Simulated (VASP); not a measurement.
# Hg₃ZnTe₄ (ordered alloy cell): computed properties

Method: PBEsol GGA, VASP's PBE PAW potentials (set 64) (plane waves; VASP).

```yaml
space_group: P-43m (215)
cell: a = b = c = 6.4002 Å, α = β = γ = 90.00°
volume_per_atom: 32.77 Å³/atom
band gap (over mesh and band path): none (metal, semimetal or under 0.01 eV)
density: 7.46 g/cm³
```

```xyz
8
Lattice="6.4002 0.0000 0.0000 0.0000 6.4002 0.0000 0.0000 0.0000 6.4002" Properties=species:S:1:pos:R:3 pbc="T T T"
Zn     0.0000     0.0000     0.0000
Te     1.5300     1.5300     1.5300
Te     4.8703     4.8703     1.5300
Te     4.8703     1.5300     4.8703
Te     1.5300     4.8703     4.8703
Hg     3.2001     3.2001     0.0000
Hg     3.2001     0.0000     3.2001
Hg     0.0000     3.2001     3.2001
```

Unless said otherwise, spin-orbit coupling is left out, though it shifts the bands of the heavy elements here.

The structure was generated: Hg3ZnTe4 was put into an ordered model structure (P-43m), which need not be its known phase. It was relaxed first. Symmetry was kept, so distortions that lower it aren't found.
